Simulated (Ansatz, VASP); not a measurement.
# Cross-check of LiRe2 (LiRe2 in the C11b ordering) between VASP and Ansatz

Aim: how closely do two programs agree when they are given the same cell, functional and k mesh? The cell is generated by rule, not measured, and may not be a known phase. Of the first pair: The cell is taken from a series of runs on this material, whose earlier steps may have relaxed, scaled, displaced or heated it; both programs get it as it stands.

Method: plane waves, with VASP 6.6.1 beside it; relaxation of cell and atoms at PBE, in Ansatz 0.2.0.

## (1) The structure

It takes space group I4/mmm (No. 139, tetragonal). Conventional cell: a = 3.123 Å, b = 3.123 Å, c = 8.528 Å, α = 90.00°, β = 90.00°, γ = 90.00°. Nearest to Li lie 10 Re at 2.66 to 2.79 Å. Re has 4 Re at 2.57 Å and 5 Li at 2.66 to 2.79 Å nearest. Farther neighbours are not listed.

## (2) VASP: relaxation of cell and atoms, PBE, pair 1

The relaxed volume is the usual yardstick between codes: in a stiff, nearly cubic crystal its relative difference is about their pressure difference at one cell divided by the bulk modulus.

Lines of VASP's logs that name or quote its potential files are left out, and so is its time.

Contents of INCAR:

```
SYSTEM = LiRe2
PREC = Accurate
ENCUT = 750
EDIFF = 1E-07
NELM = 120
ISMEAR = 1
SIGMA = 0.2
LREAL = .FALSE.
ALGO = Normal
GGA = PE
NBANDS = 14
LASPH = .TRUE.
LORBIT = 11
LWAVE = .FALSE.
LCHARG = .FALSE.
ISIF = 3
IBRION = 2
NSW = 80
EDIFFG = -0.005
GGA_COMPAT = .FALSE.
NELMIN = 4
```

Contents of POSCAR:

```
LiRe2
1.0
    3.1232210000      0.0000000000     -0.0000020000
    0.0000000000      3.1232210000     -0.0000020000
    1.5616130000      1.5616130000      4.2638300000
Li Re
1 2
Direct
    0.0000000000      0.0000000000      0.0000000000
    0.6729854737      0.6729854737      0.6540292863
    0.3270144091      0.3270144091      0.3459709482
```

Contents of KPOINTS:

```
Automatic mesh
0
Gamma
10 10 10
0 0 0
```

The projector-augmented-wave data sets are Li_sv and Re (PBE family, release 64).

Command:

```bash
mpirun -np 1 vasp_std
```

Numbers of over 12 decimals in the logs are rounded to 6 here.

The log of the run:

```text
[banner, memory and clock lines left out]
running    1 mpi-ranks, on    1 nodes
 distrk:  each k-point on    1 cores,    1 groups
 distr:  one band on    1 cores,    1 groups

 POSCAR found type information on POSCAR LiRe
 POSCAR found :  2 types and       3 ions
 LDA part: xc-table for (Slater+PW92), standard interpolation
 POSCAR, INCAR and KPOINTS ok, starting setup
 FFT: planning ... GRIDC
 FFT: planning ... GRID_SOFT
 FFT: planning ... GRID
 WAVECAR not read
 entering main loop
       N       E                     dE             d eps       ncg     rms          rms(c)
DAV:   1     0.544967056718E+02    0.54497E+02   -0.86314E+03  5592   0.176E+03
DAV:   2    -0.232236586332E+02   -0.77720E+02   -0.70523E+02  5182   0.389E+02
DAV:   3    -0.276872807468E+02   -0.44636E+01   -0.41000E+01  5134   0.774E+01
DAV:   4    -0.279720331772E+02   -0.28475E+00   -0.27902E+00  4362   0.146E+01
DAV:   5    -0.280062093530E+02   -0.34176E-01   -0.34121E-01  4860   0.496E+00    0.392E+01
DAV:   6    -0.263002570323E+02    0.17060E+01   -0.27261E+00  5358   0.412E+01    0.125E+01
DAV:   7    -0.260210667341E+02    0.27919E+00   -0.66114E-01  5440   0.188E+01    0.942E-01
DAV:   8    -0.259980656713E+02    0.23001E-01   -0.41360E-02  4914   0.169E+00    0.263E-01
DAV:   9    -0.259960231055E+02    0.20426E-02   -0.27233E-03  4896   0.659E-01    0.949E-02
DAV:  10    -0.259960446974E+02   -0.21592E-04   -0.24410E-04  5196   0.142E-01    0.245E-02
DAV:  11    -0.259960567906E+02   -0.12093E-04   -0.29601E-05  4984   0.610E-02    0.992E-03
DAV:  12    -0.259960580670E+02   -0.12765E-05   -0.15729E-06  5262   0.267E-02    0.639E-03
DAV:  13    -0.259960578950E+02    0.17204E-06   -0.69794E-08  1960   0.907E-03    0.910E-04
DAV:  14    -0.259960579099E+02   -0.14930E-07   -0.31956E-08  1704   0.403E-03
   1 F= -.25996058E+02 E0= -.25995850E+02  d E =-.259961E+02
[... from here on, the cycles between the ionic steps are left out ...]
   2 F= -.25994018E+02 E0= -.25994064E+02  d E =0.204004E-02
   3 F= -.25996668E+02 E0= -.25996547E+02  d E =-.610335E-03
   4 F= -.25996905E+02 E0= -.25996872E+02  d E =-.237102E-03
   5 F= -.25997041E+02 E0= -.25997100E+02  d E =-.372376E-03
   6 F= -.25997057E+02 E0= -.25997159E+02  d E =-.388978E-03
   7 F= -.25997060E+02 E0= -.25997144E+02  d E =-.310487E-05
   8 F= -.25997075E+02 E0= -.25997168E+02  d E =-.175126E-04
   9 F= -.25997081E+02 E0= -.25997168E+02  d E =-.578216E-05
 trial-energy change:   -0.000006  1 .order   -0.000006   -0.000033    0.000020
 step:   0.6238(harm=  0.6382)  dis= 0.00005  next Energy=   -25.997085 (dE=-0.983E-05)
 bond charge predicted
       N       E                     dE             d eps       ncg     rms          rms(c)
DAV:   1    -0.259970936971E+02   -0.13248E-04   -0.82431E-04  4284   0.104E+00    0.469E-02
DAV:   2    -0.259970868885E+02    0.68086E-05   -0.18465E-05  5178   0.547E-02    0.172E-02
DAV:   3    -0.259970850625E+02    0.18260E-05   -0.38694E-06  5240   0.395E-02    0.461E-03
DAV:   4    -0.259970850219E+02    0.40579E-07   -0.69868E-08  2054   0.336E-03
  10 F= -.25997085E+02 E0= -.25997174E+02  d E =-.102865E-04
 curvature:  -0.46 expect dE=-0.937E-06 dE for cont linesearch -0.288E-07
 trial: gam= 0.23664 g(F)=  0.118E-07 g(S)=  0.205E-05 ort =-0.170E-05 (trialstep = 0.950E+00)
 search vector abs. value=  0.381E-05
 reached required accuracy - stopping structural energy minimisation
```

From OUTCAR (step 2):

```text
ion  position               nearest neighbor table
   1  0.000  0.000  0.000-   2 2.66   2 2.66   2 2.66   3 2.66   2 2.66   3 2.66   3 2.66   3 2.66
                             3 2.79   2 2.79
   2  0.673  0.673  0.654-   3 2.57   3 2.57   3 2.57   3 2.57   1 2.66   1 2.66   1 2.66   1 2.66
                             1 2.79   3 2.95
   3  0.327  0.327  0.346-   2 2.57   2 2.57   2 2.57   2 2.57   1 2.66   1 2.66   1 2.66   1 2.66
                             1 2.79   2 2.95

  LATTYP: Found a body centered tetragonal cell.
 ALAT       =     3.1232210000
 C/A-ratio  =     2.7304068460

 Subroutine GETGRP returns: Found 16 space group operations
 (whereof 16 operations were pure point group operations)

The static configuration has the point symmetry D_4h.

 Found    102 irreducible k-points:

   k-points           NKPTS =    102   k-points in BZ     NKDIM =    102   number of bands    NBANDS=     14

   dimension x,y,z NGX =    28 NGY =   28 NGZ =   48
   dimension x,y,z NGXF=    56 NGYF=   56 NGZF=   96

   ENCUT  =  750.0 eV  55.12 Ry    7.42 a.u.   6.97  6.97 10.72*2*pi/ulx,y,z

   NELECT =      17.0000    total number of electrons

 k-points in reciprocal lattice and weights: Automatic mesh
   0.00000000  0.00000000  0.00000000       0.001
   0.10000000 -0.00000000  0.00000000       0.008
   0.20000000 -0.00000000  0.00000000       0.008
   0.30000000  0.00000000  0.00000000       0.008
   0.40000000  0.00000000  0.00000000       0.008
   0.50000000 -0.00000000  0.00000000       0.004
   0.10000000  0.10000000  0.00000000       0.008
   0.20000000  0.10000000  0.00000000       0.016
   0.30000000  0.10000000  0.00000000       0.016
[...]
-0.10000000 -0.10000000  0.40000000       0.004
  -0.00000000 -0.00000000  0.50000000       0.001

 average (electrostatic) potential at core
       1 -57.4539       2 -41.1599       3 -41.1599

 E-fermi :   5.8584

 k-point     1 :       0.0000    0.0000    0.0000
  band No.  band energies     occupation
    ...
      5       4.3830      2.00000
      6       4.4319      2.00000
      7       5.2500      2.00015
      8       5.2500      2.00015
      9       5.5583      2.05527
     10       6.1098     -0.07061
     11       6.1098     -0.07061
     12       9.4664     -0.00000
     13      11.7070      0.00000
     14      12.1682      0.00000

 k-point     2 :       0.1000   -0.0000    0.0000
  band No.  band energies     occupation
    ...
      5       4.0592      2.00000
      6       4.1011      2.00000
      7       5.0660      2.00000
      8       5.1584      2.00001
      9       5.3437      2.00166
     10       6.6121     -0.00000
     11       6.7136     -0.00000
     12       9.4236     -0.00000
     13      11.3154      0.00000
     14      12.6047      0.00000

 k-point     3 :       0.2000   -0.0000    0.0000
  band No.  band energies     occupation
    ...
      5       3.3611      2.00000
      6       3.4989      2.00000
      7       4.6124      2.00000
      8       5.2171      2.00006
      9       5.5573      2.05481
     10       7.2435     -0.00000
     11       7.4718     -0.00000
     12       9.3519     -0.00000
     13      10.6264      0.00000
     14      13.1960      0.00000

  Total        0.0050561      0.0050561      0.0087217      0.0000000      0.0000000      0.0000000
  in kB        0.1947188      0.1947188      0.3358878      0.0000000      0.0000001      0.0000001
  external PRESSURE =       0.2417751 kB  Pullay stress =       0.0000000 kB

  energy-cutoff  :      750.00
  volume of cell :       41.60
      direct lattice vectors                 reciprocal lattice vectors
     3.119190033 -0.000000000 -0.000001998     0.320595974 -0.000000075 -0.116932517
    -0.000000000  3.119190033 -0.000001998    -0.000000075  0.320595974 -0.116932517
     1.559597524  1.559597524  4.275975418     0.000000150  0.000000150  0.233864659

 POSITION                                       TOTAL-FORCE (eV/Angst)
 -----------------------------------------------------------------------------------
      0.00000      0.00000      0.00000        -0.000000     -0.000000      0.000000
      3.11919      3.11919      2.78925         0.000000      0.000000      0.000350
      1.55960      1.55960      1.48672        -0.000000     -0.000000     -0.000350
 -----------------------------------------------------------------------------------
    total drift:                               -0.000000     -0.000000     -0.000079

  FREE ENERGIE OF THE ION-ELECTRON SYSTEM (eV)
  ---------------------------------------------------
  free  energy   TOTEN  =       -25.9970850219 eV

  energy  without entropy=      -25.9973525692  energy(sigma->0) =      -25.99717420

 reached required accuracy - stopping structural energy minimisation

 total charge
# of ion       s       p       d       tot
------------------------------------------
    1        2.056   0.112   0.000   2.169
    2        0.631   0.568   4.838   6.037
    3        0.631   0.568   4.838   6.037
--------------------------------------------------
tot          3.319   1.247   9.676  14.242

[... 3 further parts left out ...]
```

CONTCAR:

```
LiRe2
   1.00000000000000
     3.1191900334124041   -0.0000000000000019   -0.0000019978974871
    -0.0000000000000019    3.1191900334124041   -0.0000019978974871
     1.5595975241267155    1.5595975241267155    4.2759754178673548
  Li              Re
     1     2
Direct
     0.0000000000000000    0.0000000000000000    0.0000000000000000
     0.6738461676518783    0.6738461676518783    0.6523078983957542
     0.3261537151481263    0.3261537151481263    0.3476923361042458
```

This run has no spin polarisation. Its electron count is odd, so without a moment it is a metal by construction.

## (3) Ansatz: relaxation of cell and atoms, PBE, pair 1

Ansatz runs on its PAW soft_1 files.

The same cell, functional, mesh and smearing now go to Ansatz, which takes its cutoff from its data sets.

Contents of input.yaml:

```yaml
crystal:
  lattice:
    - [3.1232212887, 0.0, -1.6104e-06]
    - [0.0, 3.1232212887, -1.6104e-06]
    - [1.5616128428, 1.5616128428, 4.2638304262]
  atoms:
    - { symbol: Li, position: [0.0, 0.0, 0.0] }
    - { symbol: Re, position: [0.6729854055, 0.6729854055, 0.6540291891] }
    - { symbol: Re, position: [0.3270145945, 0.3270145945, 0.3459708109] }
kpoints:
  mp_grid: { grid: [10, 10, 10] }
hamiltonian:
  xc: pbe
  pseudopotentials: { kind: paw, azcp: { folder: soft_1 } }
scf:
  occupations: { method: methfessel_paxton, width: 0.2 }
output:
  forces: true
  stress: true
  eigenvalues: true
  write_density: true
  write_potential: true
  elf: true
  volumetric_format: npy
relax:
  adjacent_minimum: "off"
  f_tol: 0.001
  max_steps: 60
  cell: { stress_tol: 0.01 }
```

Command:

```bash
ansatz run input.yaml --threads 4 --pin off --max-ram 12288MiB --backend cpu --events-out ev --progress --plain --runs-dir out
```

The log of the run:

```text
Engine: ansatz 0.2.0, x86_64-unknown-linux-gnu
Pseudopotentials: kind: paw
Pseudopotential: Li, paw, valence charge 3, recommended cutoff 420 eV (normal), soft_1/Li.paw.azcp
Pseudopotential: Re, paw, valence charge 15, recommended cutoff 420 eV (normal), soft_1/Re.paw.azcp
Functional definition: PBE
  parameter kappa = 0.804
  parameter beta = 0.066725
  exchange = pbe_x(kappa = kappa, mu = beta*pi^2/3)
  correlation = pbe_c(beta = beta)
Crystal: 3 atoms, lattice volume = 41.592 Å³
Basis set: ecut = 420 eV, 795 PW (Γ), exchange–correlation on 48×48×72 points (8 copies of the dense FFT grid, shifted against one another)
Bands: 21, of which v1, the nominal top of the filled ones, is band 17 counted from 1 (16 counted from 0)
Symmetry: 16 space group operations
Space group: I4/mmm (ITA 139), of the structure as read, at distance tolerance 3.5e-5 Å
k-points: 102 of 1000
Non-local potential: Li, projectors of the file, l = 0: 3, l = 1: 2, l = 2: 1
Non-local potential: Re, projectors of the file, l = 0: 3, l = 1: 2, l = 2: 2, l = 3: 1
PAW form: soft (Blöchl's): semilocal exchange-correlation on the pseudo side does not see the compensation charge
PAW one-centre angular grid: Li, 110 points (default); XC on 96 Gauss nodes
PAW one-centre angular grid: Re, 590 points (default); XC on 64 Gauss nodes
Initial density: superposition of atomic densities (chi_scale 0.1, normalization cell, long waves kept (reshape's long-wave potential 0.00 eV rms))
Initial wavefunctions: pseudopotential atomic-orbital guess
Functional: x = pbe(κ = 0.804, μ = 0.219515), c = pbe(β = 0.066725)
SCF iter   1: F=—  HF=-21943.211313 eV  |F-HF|=—  |Δ(HF+E_count)|=         —  Δρ=6.84e-2  dr2=2.13e0  ethr=3.10e-3  ⟨swp⟩=4.1  Hψ=8042  notcnv=0
preconditioner: auto → Kerker (q_TF=auto, 2.625 Å⁻¹)  [metal: Δε(μ)=0.006 eV  Ē_g=5.663 eV  σ=0.200 eV  W_gap=0.02  n_scr=10 (ndim 8)  ℏωp=22.3 eV  f_vac=0.000  D(μ)=2.25/eV (n_scr^D=24)]
SCF iter   2: F=—  HF=-21942.655349 eV  |F-HF|=—  |Δ(HF+E_count)|=   5.56e-1  S|Δr|=    0.00e0  Δρ=3.80e-2  dr2=6.33e-1  ethr=3.10e-3  ⟨swp⟩=2.1  Hψ=3463  notcnv=0  defer=5
SCF iter   3: F=—  HF=-21942.477266 eV  |F-HF|=—  |Δ(HF+E_count)|=   1.78e-1  S|Δr|=    0.00e0  Δρ=4.73e-3  dr2=9.52e-3  ethr=1.92e-3  ⟨swp⟩=2.0  Hψ=3295  notcnv=0  defer=5
SCF iter   4: F=—  HF=-21942.476085 eV  |F-HF|=—  |Δ(HF+E_count)|=   1.18e-3  S|Δr|=    0.00e0  Δρ=1.15e-3  dr2=8.47e-4  ethr=2.89e-5  ⟨swp⟩=1.7  Hψ=3213  notcnv=0  defer=5
SCF iter   5: F=—  HF=-21942.475957 eV  |F-HF|=—  |Δ(HF+E_count)|=   1.28e-4  S|Δr|=    0.00e0  Δρ=3.65e-4  dr2=8.23e-5  ethr=2.57e-6  ⟨swp⟩=2.1  Hψ=2780  notcnv=0  defer=5
SCF iter   6: F=—  HF=-21942.475940 eV  |F-HF|=—  |Δ(HF+E_count)|=   1.65e-5  S|Δr|=    0.00e0  Δρ=8.28e-5  dr2=3.05e-6  ethr=2.50e-7  ⟨swp⟩=2.0  Hψ=3511  notcnv=0  defer=5
SCF iter   7: F=-21942.475940 eV  HF=-21942.475940 eV  |F-HF|=7.27e-9  |Δ(HF+E_count)|=   2.86e-7  S|Δr|=    0.00e0  Δρ=1.39e-5  dr2=4.60e-8  ethr=3.03e-10  ⟨swp⟩=6.4  Hψ=13749  notcnv=0
the search or the solves at the SCF's close seem to have found levels that the self-consistency loop had missed (the run counts 1). By its estimate they hold under 1e-12 electrons; where the run keeps them, the occupations were computed again with them
SCF 1 converged in 7 iterations: F = -21942.475940 eV  dr2 = 4.60e-8
  greatest PAW one-centre occupation: 1.000 electrons in one spin orbital (limit 2), on the Li atom at site 0 (counted from 0), in its partial waves of l = 0
relax step   1: F+E_penalty+E_count = -21942.47593982 eV  Δ(F+E_penalty+E_count) = +0.000e0 eV  max|allowed force component| = 9.277e-4 eV/Å  Δτ_max = 0.0000 Å  P = -0.008 GPa  Ω = 41.592 Å³  (7 SCF iters, dr2 threshold 1.00e-7 eV, accepted)
Initial density: handed on by an earlier stage of this run
Initial wavefunctions: pseudopotential atomic-orbital guess (no wavefunctions were taken with the density)
iter 1 solved again at ethr=1.01e-7 eV; its pass at ethr=3.10e-3 eV (dr2=3.34e-5 eV) is discarded
SCF iter   1: F=—  HF=-21942.475942 eV  |F-HF|=—  |Δ(HF+E_count)|=         —  Δρ=1.40e-5  dr2=4.61e-8  ethr=1.01e-7  ⟨swp⟩=3.0  Hψ=14085  notcnv=0
preconditioner: auto → Kerker (q_TF=auto, 2.625 Å⁻¹)  [metal: Δε(μ)=0.025 eV  Ē_g=5.423 eV  σ=0.200 eV  W_gap=0.10  n_scr=10 (ndim 8)  ℏωp=22.3 eV  f_vac=0.000  D(μ)=2.33/eV (n_scr^D=24)]
SCF iter   2: F=—  HF=-21942.475940 eV  |F-HF|=—  |Δ(HF+E_count)|=   2.40e-6  S|Δr|=    0.00e0  Δρ=8.89e-6  dr2=2.06e-8  ethr=1.40e-10  ⟨swp⟩=2.0  Hψ=3627  notcnv=0
SCF iter   3: F=—  HF=-21942.475940 eV  |F-HF|=—  |Δ(HF+E_count)|=   6.01e-9  S|Δr|=    0.00e0  Δρ=1.22e-6  dr2=6.04e-10  ethr=6.26e-11  ⟨swp⟩=2.2  Hψ=3389  notcnv=0
SCF iter   4: F=—  HF=-21942.475940 eV  |F-HF|=—  |Δ(HF+E_count)|=  6.18e-11  S|Δr|=    0.00e0  Δρ=2.50e-7  dr2=2.58e-11  ethr=1.83e-12  ⟨swp⟩=2.3  Hψ=3133  notcnv=0
SCF iter   5: F=—  HF=-21942.475940 eV  |F-HF|=—  |Δ(HF+E_count)|=    0.00e0  S|Δr|=    0.00e0  Δρ=5.48e-8  dr2=1.42e-12  ethr=1.00e-12  ⟨swp⟩=1.0  Hψ=2142  notcnv=0
SCF iter   6: F=-21942.475940 eV  HF=-21942.475940 eV  |F-HF|=3.64e-12  |Δ(HF+E_count)|=    0.00e0  S|Δr|=    0.00e0  Δρ=1.60e-8  dr2=6.13e-14  ethr=1.00e-12  ⟨swp⟩=4.1  Hψ=6744  notcnv=0
SCF 2 converged in 6 iterations: F = -21942.475940 eV  dr2 = 6.13e-14
relax step   2: F+E_penalty+E_count = -21942.47593982 eV  Δ(F+E_penalty+E_count) = -4.675e-9 eV  max|allowed force component| = 9.370e-4 eV/Å  Δτ_max = 0.0000 Å  P = -0.008 GPa  Ω = 41.592 Å³  stress off target by 8.77e-3 GPa  SCF on the basis re-selected at this cell (its energy is not comparable with the rows above)  (6 SCF iters)
basis re-selected at this cell: Δ(F+E_penalty+E_count) = -4.675e-9 eV, ΔP = -0.000 GPa vs the last step (what re-selecting the basis moved, of the pressure what is left beyond the Pulay correction that the steps carried, after the strain that the cell walked since its last selection, with what the two solves' SCF thresholds leave and, on support functions, any second-order correction that the steps lacked; it is no m [...]
SCF converged after 6 iterations
Stability not checked: this state was not tested for a lower state beside it, because cold or Methfessel-Paxton smearing, or corrected tetrahedra, fill the levels in a way that the test cannot read (fill_not_monotonic; see scf.lower_state_search)
Free energy (F): -21942.475940 eV
Harris-Foulkes:  -21942.475940 eV  (|F-HF|=3.64e-12)
Internal energy: -21942.475229 eV  (E = F + TS)
E sigma→0 (E₀):  -21942.475762 eV
Entropy (-TS):   -0.000711 eV (-0.237 meV/atom)
Fermi energy:    17.478826 eV
--- Per-component energies (eV) ---
  E_band       = -371.636627
  E_kinetic    = 1060.292939
  E_local      = -2289.193490  (includes V_loc(G=0)·N_el)
  E_nonlocal   = 143.339955
  E_hartree    = 812.440255
  E_xc         = -720.516348
  E_vxc        = -589.718870  (∫ρ·V_xc dr)
  E_paw        = -17433.882976  (= ΣΔE_a)
  E_vpaw       = -321.238060  (= ΣTr[D̂ρ^β])
  E_aug_tail   = 0.000386  (compensation charges beyond the density's cutoff)
  E_ewald      = -3514.955950
  E_smearing   = -0.000711  (= −TS)
  E_closure    = 0.000000  (closes the sum)
  Σ components = -21942.475940   (vs F -21942.475940, Δ=0.00e0)
--- Forces (eV/Å), atoms counted from 1 ---
  atom   1  Li    -0.00000000     0.00000000     0.00000000
  atom   2  Re     0.00000000     0.00000000     0.00093697
  atom   3  Re    -0.00000000    -0.00000000    -0.00093697
  max |Σ_I F_I| component: 5.64e-18 eV/Å
--- Stress (GPa, compression-positive) ---
       -0.007715      -0.000000      -0.000000
       -0.000000      -0.007715      -0.000000
       -0.000000      -0.000000      -0.008773
  P = ⅓ Tr σ = -0.0081 GPa (-0.081 kbar)
--- Band table (eV; the first three rows and the last of 102) ---
  k-point 0: bands = [... 13 lower, 16.1132, 16.8954, 16.8954, 17.1310, 17.7128, 17.7128, 21.0533, 23.4674]
  k-point 1: bands = [... 13 lower, 16.1213, 16.7432, 16.7432, 17.1924, 17.9283, 17.9283, 21.0336, 22.4481]
  k-point 2: bands = [... 13 lower, 16.1428, 16.4915, 16.4915, 17.3539, 18.3595, 18.3595, 20.9822, 21.5845]
  k-point 101: bands = [... 13 lower, 15.8374, 16.4562, 17.2890, 19.7301, 19.8635, 19.9449, 19.9577, 20.9643]
--- Relaxed structure (1 steps of the walk, 1 accepted, 1 SCFs on fresh bases) ---
  F+E_penalty+E_count = -21942.47593982 eV   max|allowed force component| = 9.370e-4 eV/Å   (the final SCF, on the basis selected at the relaxed cell)
  cell:  # Å, volume = 41.5916 Å³
    - [3.1232212887, -4.1516455742689123e-13, -1.6103731145727818e-6]
    - [-4.151645574268925e-13, 3.1232212887, -1.6103731145727818e-6]
    - [1.561613, 1.561613, 4.263830]
  atoms:
    - { symbol: Li, position: [0.0, 0.0, 0.0] }
    - { symbol: Re, position: [0.672985, 0.672985, 0.6540291891] }
    - { symbol: Re, position: [0.327015, 0.327015, 0.345971] }
```

Reading the cycles: dr2 is the Hartree energy of the density residual (eV), the measure of convergence; HF is the Harris–Foulkes estimate of the energy, which meets the free energy F at convergence.

## (4) Side by side

Known differences besides the potentials themselves: the data sets hold 33 valence electrons in Ansatz (on its PAW soft_1 files) and 17 in VASP; the cutoff is 420 eV in Ansatz and 750 eV in VASP; Ansatz adds a Pulay correction to the stress that steers its cell, VASP none. Total energies have different zeros and are not compared.

The two programs side by side:

```csv
quantity,Ansatz,VASP,difference
volume (Å³),41.59,41.60,-0.03 %
"edge a after relaxation, in the typed setting (Å)",3.123,3.119,+0.13 %
"edge c after relaxation, in the typed setting (Å)",4.802,4.811,-0.20 %
```

[end of part 1 of 2]

[Lines on the potential files, build, host, timing and source positions are cut from VASP's logs without a mark.]

[Logs are printed without paths, hosts, clocks, repeated set-up lines and the standing remarks that a program may print on its own settings, such as how far it seeks lower states.]

[Hosts, paths, dates, database ids (printed as entryN), source tags and the programs' standing remarks are cut or masked in the printed files.]
